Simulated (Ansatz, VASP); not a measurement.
# Te (Tellurium): VASP beside Ansatz, part 2 of 2

Wanted: the spread between two codes on one cell, functional and k mesh.  Valence electrons are named where the data sets of a main pair hold unlike numbers.

VASP 6.6.1 and Ansatz 0.2.0.

So far. Step 2 (VASP: band structure, HSE06, spin-orbit coupling): The k-mesh is coarse for exact exchange; levels may shift by about 0.1 eV on a finer one.

The database entry behind the starting cell differs from later determinations by our own check (inner coordinate of an old entry), so it need not match the best structure at ambient conditions.

**3. Ansatz: band structure, HSE06, spin-orbit coupling**

Level of this step: Ansatz beside VASP: Kohn-Sham DFT, plane waves, HSE06, spin-orbit coupling (Ansatz).

Ansatz runs on its fully relativistic PAW (standard-fr) files.

The same cell, functional, mesh and smearing now go to Ansatz, which takes its cutoff from its data sets.

Input file input.yaml:

```yaml
crystal:
  lattice:
    - [4.454, 0.0, 0.0]
    - [-2.227, 3.8572771485, 0.0]
    - [0.0, 0.0, 5.924]
  atoms:
    - { symbol: Te, position: [0.269, 0.0, 0.3333333333] }
    - { symbol: Te, position: [0.0, 0.269, 0.6666666667] }
    - { symbol: Te, position: [0.731, 0.731, 0.0] }
hamiltonian:
  xc: { exchange: pbe, correlation: pbe, exx: { coeff: 0.25, omega: 0.2 } }
  pseudopotentials: { kind: paw_fr }
magnetization:
  noncollinear: true
  spin_orbit: true
kpoints:
  mp_grid: { grid: [4, 4, 3] }
  band_path:
    path:
      - [0.0, 0.0, 0.0]
      - [0.4, 0.0, 0.0]
      - [0.4, 0.2, 0.0]
      - [0.2, 0.2, 0.0]
      - [0.0, 0.0, 0.1]
      - [0.0, 0.0, 0.5]
      - [0.4, 0.0, 0.5]
      - [0.4, 0.2, 0.5]
      - [0.33333, 0.33333, 0.5]
      - [0.2, 0.2, 0.5]
      - [0.5, 0.0, 0.4]
      - [0.33333, 0.33333, 0.0]
      - [0.33333, 0.33333, 0.5]
    npoints: 1
scf:
  occupations: { method: gaussian, width: 0.02 }
  n_extra_bands: 14
output:
  forces: true
  stress: true
  eigenvalues: true
```

On the command line:

```console
ansatz run input.yaml --threads 4 --pin off --max-ram 9216MiB --backend cpu --events-out ev --progress --plain --runs-dir out
```

Numbers of over 12 decimals in the logs are rounded to 6 here.

The program printed:

```text
Warning: output.stress: scf.convergence.dr2_threshold = 1e-7 eV (the SCF's general default) is looser than the 3e-10 eV advised for a printed stress (1e-10 eV for each atom of the cell: 3). What an SCF threshold leaves in a stress goes as its square root, and in the free energy as the threshold itself, and one threshold admits the most on a small cell: [figures from the program's tests cut] Set scf.convergence.dr2_threshold to 3e-10 eV or tighter. The threshold is an SCF's pass mark: one that does not reach it within its budget of iterations ends unconverged, or closes short of it on a stop that the run arms, and scf.convergence.dr2_threshold's page says what that costs each kind of run
Warning: output.stress: scf.exx.energy_threshold = 1e-6 eV is looser than the 3e-8 eV advised for a stress under a hybrid functional (1e-8 eV for each atom of the cell: 3). Every SCF of the exchange loop can meet its threshold on dr2 while the loop round them stops early: no threshold on dr2 bounds what that leaves in the stress. Set scf.exx.energy_threshold to 3e-8 eV or tighter. The threshold is the loop's pass mark: a loop that does not reach it within its budget of cycles ends unconverged, and scf.exx.energy_threshold's page has the law
scf.n_extra_bands = 14 over 48 filled bands (N_el = 48.0): the run solves 62 bands
Engine: ansatz 0.2.0, x86_64-unknown-linux-gnu
Pseudopotentials: kind: paw_fr
Pseudopotential: Te, paw_fr, valence charge 16, recommended cutoff 420 eV (normal), Te.paw.azcp#standard-fr
Functional definition: unnamed
  parameter a_1 = 0.25
  parameter omega_1 = 0.2/angstrom
  exchange = pbe_x + (-a_1)*pbe_x_sr(omega_1) + a_1*exact_x_sr(omega_1)
  correlation = pbe_c
non-collinear run that drives no moment, with spin-orbit: no starting moment large enough to seed its density (crystal.atoms[].spin), no starting occupations that ask for one, no magnetisation constraint and no magnetic field, so the semilocal B_xc is pinned to zero
Crystal: 3 atoms, lattice volume = 101.776 Å³
Basis set: ecut = 420 eV, 1993 PW (Γ), exchange–correlation on 60×60×80 points (8 copies of the dense FFT grid, shifted against one another)
Bands: 62, of which v1, the nominal top of the filled ones, is band 48 counted from 1 (47 counted from 0)
Symmetry: 6 space group operations + 6 with time reversal
Magnetic group: BNS 152.34 (UNI 1264), of the structure as read, at distance tolerance 4.7e-5 Å
k-points: 9 of 48 (time reversal used)
Projection manifold: j_resolved (fully-relativistic pseudo-atomic orbitals)
Non-local potential: Te, projectors of the file, l = 0: 2, l = 1: 4, l = 2: 4, l = 3: 4
PAW form: soft (Blöchl's): semilocal exchange-correlation on the pseudo side does not see the compensation charge
PAW frozen core: Te, regenerated for the run's functional, and the local potential with it (the file was generated under x = pbe(κ = 0.804, μ = 0.219515), c = pbe(β = 0.066725))
PAW one-centre angular grid: Te, 590 points (default); XC on 96 Gauss nodes
Initial density: superposition of atomic densities (chi_scale 0.1, normalization cell)
Initial wavefunctions: pseudopotential atomic-orbital guess
Functional: x = pbe(κ = 0.804, μ = 0.219515), c = pbe(β = 0.066725), warm-up for x = pbe(κ = 0.804, μ = 0.219515) + 0.25 (exact − pbe) at short range (hse, ω = 0.2 Å⁻¹), c = pbe(β = 0.066725)
iter 1 solved again at ethr=3.78e-4 eV; its pass at ethr=1.00e-1 eV (dr2=1.81e-1 eV) is discarded
SCF iter   1: F=—  HF=-20948.025280 eV  |F-HF|=—  |Δ(HF+E_count)|=         —  Δρ=1.54e-2  dr2=1.78e-1  dr2_m=0.00e0 (ungated)  ethr=3.78e-4  |M|=0.00e0 ∫|m|=0.00e0 μB  |m|>n=0.0e0 m-floor=0.0e0 τ_xc=0.0e0  β_m=0.30  ⟨swp⟩=10.3  Hψ=3715  notcnv=0
preconditioner: auto → none  [insulator: Δε(μ)=0.559 eV  Ē_g=9.863 eV  σ=0.020 eV  W_gap=1.00  n_scr=22 (ndim 8)  ℏωp=15.6 eV  f_vac=0.011  D(μ)=0.00/eV (n_scr^D=0)]
SCF iter   2: F=—  HF=-20948.013340 eV  |F-HF|=—  |Δ(HF+E_count)|=   1.19e-2  Δρ=1.04e-2  dr2=7.60e-2  dr2_m=0.00e0 (ungated)  ethr=3.70e-4  |M|=0.00e0 ∫|m|=0.00e0 μB  |m|>n=0.0e0 m-floor=0.0e0 τ_xc=0.0e0  β_m=0.58  ⟨swp⟩=2.0  Hψ=1116  notcnv=0
iter 3 solved again at ethr=3.61e-6 eV; its pass at ethr=1.58e-4 eV (dr2=1.73e-3 eV) is discarded
SCF iter   3: F=—  HF=-20948.011191 eV  |F-HF|=—  |Δ(HF+E_count)|=   2.15e-3  Δρ=1.30e-3  dr2=1.47e-3  dr2_m=0.00e0 (ungated)  ethr=3.61e-6  |M|=0.00e0 ∫|m|=0.00e0 μB  |m|>n=0.0e0 m-floor=0.0e0 τ_xc=0.0e0  β_m=0.55  ⟨swp⟩=4.9  Hψ=2717  notcnv=0  defer=4
eigensolver tolerance schedule: the retry pair's looser diagonalisation over-reported the residual by 0.18 of it (diagonalisation noise at 0.19 of the residual, at the tolerance the schedule requests for it); recorded, not acted on — ethr = c·dr2/N_el stays at c = 1.0e-1
SCF iter   4: F=—  HF=-20948.011098 eV  |F-HF|=—  |Δ(HF+E_count)|=   9.33e-5  Δρ=3.90e-4  dr2=8.35e-5  dr2_m=0.00e0 (ungated)  ethr=3.05e-6  |M|=0.00e0 ∫|m|=0.00e0 μB  |m|>n=0.0e0 m-floor=0.0e0 τ_xc=0.0e0  β_m=0.70  ⟨swp⟩=3.1  Hψ=1452  notcnv=0  defer=4
SCF iter   5: F=-20948.011119 eV  HF=-20948.011120 eV  |F-HF|=1.21e-6  |Δ(HF+E_count)|=   2.24e-5  Δρ=5.10e-5  dr2=2.56e-6  dr2_m=0.00e0 (ungated)  ethr=1.74e-7  |M|=0.00e0 ∫|m|=0.00e0 μB  |m|>n=0.0e0 m-floor=0.0e0 τ_xc=0.0e0  ⟨swp⟩=3.1  Hψ=1174  notcnv=0  defer=1
[...]
SCF iter   4: F=—  HF=-20946.632577 eV  |F-HF|=—  |Δ(HF+E_count)|=   1.59e-4  Δρ=1.00e-4  dr2=7.75e-5  dr2_m=0.00e0 (ungated)  ethr=5.33e-8  |M|=0.00e0 ∫|m|=0.00e0 μB  |m|>n=0.0e0 m-floor=0.0e0 τ_xc=0.0e0  β_m=0.73  ⟨swp⟩=4.0  Hψ=1564  notcnv=0
SCF iter   5: F=—  HF=-20946.632950 eV  |F-HF|=—  |Δ(HF+E_count)|=   3.73e-4  Δρ=1.36e-4  dr2=1.82e-5  dr2_m=0.00e0 (ungated)  ethr=1.20e-8  |M|=0.00e0 ∫|m|=0.00e0 μB  |m|>n=0.0e0 m-floor=0.0e0 τ_xc=0.0e0  β_m=0.73  ⟨swp⟩=4.2  Hψ=1605  notcnv=0
SCF iter   6: F=-20946.632946 eV  HF=-20946.632946 eV  |F-HF|=5.74e-8  |Δ(HF+E_count)|=   3.86e-6  Δρ=1.41e-5  dr2=3.32e-6  dr2_m=0.00e0 (ungated)  ethr=1.20e-8  |M|=0.00e0 ∫|m|=0.00e0 μB  |m|>n=0.0e0 m-floor=0.0e0 τ_xc=0.0e0  ⟨swp⟩=3.0  Hψ=1159  notcnv=0
SCF 2 stopped early in 6 iterations: F = -20946.632946 eV  dr2 = 3.32e-6
  Residual-converged pass: ⟨swp⟩=4.0  Hψ=1481  notcnv=0  max |occ|·‖R‖ = 6.5e-6 eV (tolerance 6.7e-6 eV)  dr2=3.33e-6  dr2_m=0.00e0 (ungated)  dr2_onsite=2.38e-8  max |Δocc| = 2.6e-266
  greatest PAW one-centre occupation: 0.998 electrons in one spin orbital (limit 2), on the Te atom at site 2 (counted from 0), in its partial waves of l = 2
hybrid outer 1: dexx = +1.293e-2 eV, tail = 1.66e-4 eV
Projection manifold: j_resolved (fully-relativistic pseudo-atomic orbitals)
Exchange kernel: α = 0.2500, screened, ω = 0.2000 Å⁻¹, Wigner–Seitz truncation, v(0) = 1121.4129 eV·Å³, q-mesh 4×4×3, nearest image of the exchange supercell L = 17.77 Å, pair-density grid 20×20×27, without the augmentation charges, whose exchange is taken in its separable form by FFT convolution over the k-point mesh (sized by the pseudopotential files, 27×27×40 at the most), smooth part of the exact exchange by density-matrix convolution
Frozen-core exchange: fock
SCF iter   1: F=—  HF=-20946.633035 eV  |F-HF|=—  |Δ(HF+E_count)|=         —  Δρ=4.44e-5  dr2=2.16e-6  dr2_m=0.00e0 (ungated)  ethr=1.73e-6  |M|=0.00e0 ∫|m|=0.00e0 μB  |m|>n=0.0e0 m-floor=0.0e0 τ_xc=0.0e0  β_m=0.30  ⟨swp⟩=3.4  Hψ=1150  notcnv=0
preconditioner: auto → none  [insulator: Δε(μ)=0.982 eV  Ē_g=11.066 eV  σ=0.020 eV  W_gap=1.00  n_scr=22 (ndim 8)  ℏωp=15.6 eV  f_vac=0.025  D(μ)=0.00/eV (n_scr^D=0)]
SCF iter   2: F=—  HF=-20946.633037 eV  |F-HF|=—  |Δ(HF+E_count)|=   2.04e-6  Δρ=2.31e-5  dr2=5.82e-7  dr2_m=0.00e0 (ungated)  ethr=3.83e-9  |M|=0.00e0 ∫|m|=0.00e0 μB  |m|>n=0.0e0 m-floor=0.0e0 τ_xc=0.0e0  β_m=0.30  ⟨swp⟩=4.2  Hψ=1666  notcnv=0
SCF iter   3: F=—  HF=-20946.633037 eV  |F-HF|=—  |Δ(HF+E_count)|=   1.43e-7  Δρ=1.28e-5  dr2=6.99e-8  dr2_m=0.00e0 (ungated)  ethr=8.93e-10  |M|=0.00e0 ∫|m|=0.00e0 μB  |m|>n=0.0e0 m-floor=0.0e0 τ_xc=0.0e0  β_m=0.51  ⟨swp⟩=3.2  Hψ=1093  notcnv=0
SCF iter   4: F=—  HF=-20946.633037 eV  |F-HF|=—  |Δ(HF+E_count)|=   1.06e-7  Δρ=3.69e-6  dr2=8.09e-9  dr2_m=0.00e0 (ungated)  ethr=1.22e-10  |M|=0.00e0 ∫|m|=0.00e0 μB  |m|>n=0.0e0 m-floor=0.0e0 τ_xc=0.0e0  β_m=0.51  ⟨swp⟩=4.6  Hψ=1651  notcnv=0  defer=8
SCF iter   5: F=—  HF=-20946.633037 eV  |F-HF|=—  |Δ(HF+E_count)|=  7.89e-10  Δρ=1.39e-6  dr2=9.90e-10  dr2_m=0.00e0 (ungated)  ethr=1.28e-11  |M|=0.00e0 ∫|m|=0.00e0 μB  |m|>n=0.0e0 m-floor=0.0e0 τ_xc=0.0e0  β_m=0.65  ⟨swp⟩=3.2  Hψ=1120  notcnv=0  defer=4
SCF iter   6: F=-20946.633037 eV  HF=-20946.633037 eV  |F-HF|=9.46e-11  |Δ(HF+E_count)|=   3.57e-9  Δρ=4.19e-7  dr2=1.38e-10  dr2_m=0.00e0 (ungated)  ethr=1.33e-12 (applied; sched 1.23e-12)  |M|=0.00e0 ∫|m|=0.00e0 μB  |m|>n=0.0e0 m-floor=0.0e0 τ_xc=0.0e0  ⟨swp⟩=4.8  Hψ=1590  notcnv=0  defer=4
SCF 3 converged in 6 iterations: F = -20946.633037 eV  dr2 = 1.38e-10
  Residual-converged pass: ⟨swp⟩=2.0  Hψ=962  notcnv=0  max |occ|·‖R‖ = 5.2e-7 eV (tolerance 5.4e-7 eV)  dr2=1.37e-10  dr2_m=0.00e0 (ungated)  dr2_onsite=5.77e-11  max |Δocc| = 3.2e-271
hybrid outer 2: dexx = +2.157e-6 eV, tail = 2.92e-8 eV, Δε = 2.45e-3 eV (about 7.50e-5 eV left of the loop's levels), ΔF = 3.18e-3 eV/Å (tail 8.05e-4)
NSCF: frozen V_eff on 13 k-points
hybrid SCF converged: 2 outer / 12 inner (+5 warm-up), last move |dexx| = 2.16e-6 eV, tail = 2.92e-8 eV
Magnetization: |M| = 0.0000 μB,  M = (+0.0000, +0.0000, +0.0000) μB
Absolute magnetization: 0.0000 μB (∫|m|)
  site 0: m = (+0.0000, +0.0000, +0.0000) μB, |m| = 0.0000 μB  (R = 1.18 Å)
  site 1: m = (+0.0000, +0.0000, +0.0000) μB, |m| = 0.0000 μB  (R = 1.18 Å)
  site 2: m = (+0.0000, +0.0000, +0.0000) μB, |m| = 0.0000 μB  (R = 1.18 Å)
Free energy (F): -20946.633037 eV
Frozen-core exchange: fock
Harris-Foulkes:  -20946.633037 eV  (|F-HF|=9.46e-11)
Internal energy: -20946.633037 eV  (E = F + TS)
E sigma→0 (E₀):  -20946.633037 eV
Fermi energy:    8.727586 eV
--- Per-component energies (eV) ---
  E_band       = -898.538514
  E_kinetic    = 539.825170
  E_local      = -3817.551214  (includes V_loc(G=0)·N_el)
  E_nonlocal   = -934.267738
  E_hartree    = 2432.831632
  E_xc         = -300.102465
  E_vxc        = -250.922708  (∫ρ·V_xc dr)
  E_exx        = -135.728043  (= α·E_x^exact, valence–valence)
  E_paw        = -13930.824180  (= ΣΔE_a)
  E_vpaw       = -1029.829487  (= ΣTr[D̂ρ^β])
  E_aug_tail   = -0.000564  (compensation charges beyond the density's cutoff)
  E_ewald      = -4800.294125
  E_core_change = -0.521511  (= ΣΔE_core)
  E_smearing   = -0.000000  (= −TS)
  E_closure    = -0.000000  (closes the sum)
  Σ components = -20946.633037   (vs F -20946.633037, Δ=-3.64e-12)
--- Forces (eV/Å), atoms counted from 1 ---
  atom   1  Te    -0.26492744     0.00000000     0.00000000
  atom   2  Te     0.13246372    -0.22943389    -0.00000000
  atom   3  Te     0.13246372     0.22943389     0.00000000
  max |Σ_I F_I| component: 8.33e-17 eV/Å
--- Stress (GPa, compression-positive) ---
        0.379489       0.000000       0.000000
       -0.000000       0.379489       0.000000
        0.000000       0.000000      -0.353037
  P = ⅓ Tr σ = 0.1353 GPa (1.353 kbar)
--- Band table (eV; the first three rows and the last of 9) ---
  k-point 0: bands = [... 44 lower, 6.6132, 6.6132, 7.4538, 7.4538, 9.4972, 9.4972, 10.2645, 10.2645, ... 10 higher]
  k-point 1: bands = [... 44 lower, 6.8445, 7.2069, 7.2279, 7.5254, 9.2184, 9.2201, 9.5456, 9.7429, ... 10 higher]
  k-point 2: bands = [... 44 lower, 7.1651, 7.3998, 7.4998, 7.6768, 9.7184, 9.8072, 10.0681, 10.1316, ... 10 higher]
  k-point 8: bands = [... 44 lower, 7.2856, 7.4050, 8.0947, 8.2360, 9.5928, 9.6586, 10.5619, 10.5970, ... 10 higher]
```

It took 2.4 min on 4 threads of AMD EPYC 9R45, shared host; peak memory 2.5 GiB.

**4. Side by side**

Known differences besides the potentials themselves: spin-orbit coupling enters by fully relativistic files in Ansatz and inside the spheres in VASP; exact exchange at q = 0 is treated differently, which shows on coarse meshes; VASP keeps PBE cores, Ansatz makes them for the functional; the data sets hold 48 valence electrons in Ansatz (on its fully relativistic PAW (standard-fr) files) and 18 in VASP; the cutoff is 420 eV in Ansatz and 400 eV in VASP; VASP takes a coarser grid for exact exchange (PRECFOCK = Fast). Total energies have different zeros and are not compared.

Compared:

```csv
quantity,Ansatz,VASP,difference
gap over the path points (eV),0.397,0.368,+0.029
```

Forces (eV/Å; atoms numbered as in POSCAR):

```csv
atom,"Ansatz x, y, z","VASP x, y, z"
Te1,"-0.265, 0.000, 0.000","-0.292, 0.000, 0.000"
Te2,"0.132, -0.229, 0.000","0.146, -0.253, 0.000"
Te3,"0.132, 0.229, 0.000","0.146, 0.253, 0.000"
```

Levels at points of the path, from each program's valence-band top (eV; 8 filled, then empty):

```csv
k (reciprocal lattice),Ansatz,VASP
0.000 0.000 0.000,-2.97 -2.97 -2.08 -2.08 -2.08 -2.08 -1.24 -1.24 0.81 0.81 1.58 1.58 2.12 2.12,-2.98 -2.98 -2.09 -2.09 -2.06 -2.06 -1.20 -1.20 0.87 0.87 1.57 1.57 2.14 2.14
0.400 0.000 0.000,-4.46 -4.21 -3.59 -3.50 -1.43 -1.33 -1.24 -1.13 1.05 1.14 1.22 1.26 3.37 3.39,-4.43 -4.20 -3.56 -3.47 -1.40 -1.31 -1.21 -1.11 1.06 1.15 1.23 1.27 3.40 3.42
0.400 0.200 0.000,-4.10 -4.06 -3.90 -3.83 -2.73 -2.62 -2.52 -2.50 2.33 2.37 2.72 2.74 3.88 3.88,-4.07 -4.03 -3.89 -3.82 -2.70 -2.60 -2.51 -2.48 2.36 2.39 2.75 2.77 3.93 3.94
0.200 0.200 0.000,-3.75 -3.57 -2.73 -2.56 -2.44 -2.37 -1.92 -1.87 2.08 2.13 2.31 2.32 2.54 2.54,-3.72 -3.56 -2.69 -2.54 -2.40 -2.33 -1.92 -1.87 2.11 2.15 2.31 2.33 2.58 2.58
0.000 0.000 0.100,-3.18 -2.80 -2.17 -2.07 -2.03 -1.93 -1.28 -1.20 0.75 0.76 1.46 1.51 1.99 2.00,-3.20 -2.81 -2.16 -2.06 -2.01 -1.94 -1.25 -1.17 0.80 0.83 1.46 1.51 2.01 2.02
0.000 0.000 0.500,-2.99 -2.99 -1.92 -1.92 -1.64 -1.64 -1.24 -1.24 0.57 0.57 0.70 0.70 0.96 0.96,-2.97 -2.97 -1.88 -1.88 -1.60 -1.60 -1.24 -1.24 0.60 0.60 0.70 0.70 0.95 0.95
0.400 0.000 0.500,-4.19 -4.08 -2.91 -2.85 -2.57 -2.50 -0.88 -0.83 1.37 1.47 2.04 2.09 2.84 3.06,-4.16 -4.05 -2.89 -2.83 -2.54 -2.48 -0.87 -0.83 1.39 1.48 2.11 2.15 2.87 3.07
0.400 0.200 0.500,-5.35 -5.28 -1.82 -1.73 -1.29 -1.26 -0.24 -0.23 0.83 0.87 1.61 1.64 2.28 2.29,-5.32 -5.26 -1.78 -1.69 -1.28 -1.26 -0.24 -0.23 0.83 0.87 1.66 1.69 2.30 2.32
0.333 0.333 0.500,-5.80 -5.80 -1.46 -1.46 -0.41 -0.41 -0.13 0.00 0.40 0.40 1.48 1.53 1.76 1.76,-5.77 -5.77 -1.41 -1.41 -0.38 -0.38 -0.12 0.00 0.37 0.37 1.53 1.58 1.78 1.78
0.200 0.200 0.500,-4.77 -4.66 -2.38 -2.25 -1.63 -1.60 -1.01 -0.92 0.93 1.02 2.37 2.38 2.56 2.56,-4.73 -4.63 -2.34 -2.21 -1.64 -1.61 -0.98 -0.90 0.95 1.04 2.40 2.42 2.59 2.59
```

The forces differ by 15 meV/Å r.m.s., which is 9.1 % of the r.m.s. force of 0.168 eV/Å (both taken over all components). Among the levels compared at these points, filled levels agree within 45 meV and empty ones within 66 meV.

**5. What the set-up changes**

Further runs change the set-up of one program: Ansatz's method, potentials or start, or VASP's data sets, cutoff or form of LDA. The table gives Ansatz less VASP for each quantity, since a change that brings one quantity closer may part another.

```csv
run,r.m.s. force difference (meV/Å),gap over the path points (eV)
as above,15,0.029
cores kept as stored,15,0.029
Ansatz's larger PAW set (cutoff 430 eV),15,0.032
```

**6. Results**

```yaml
r_m_s_force_difference_band_structure_hse06_spin_orbit_coupling: 15 meV/Å
```

The r.m.s. force difference is 15 meV/Å (band structure, HSE06, spin-orbit coupling), beyond the 12 meV/Å picked in this series as the mark of a large difference. The data sets hold unlike numbers of valence electrons (48 in Ansatz and 18 in VASP), so part of the differences comes from the potentials. For band structure, HSE06, spin-orbit coupling, no further run moves any of the tabulated differences by more than a quarter of its size. 1 further run of this series is not shown here. How closely two codes agree says nothing of how well the functional describes the real material.

[Lines on the potential files, build, host, timing and source positions are cut from VASP's logs without a mark.]

[Logs are printed without paths, hosts, clocks, repeated set-up lines and the standing remarks that a program may print on its own settings, such as how far it seeks lower states.]

[Hosts, paths, dates, database ids (printed as entryN), source tags and the programs' standing remarks are cut or masked in the printed files.]
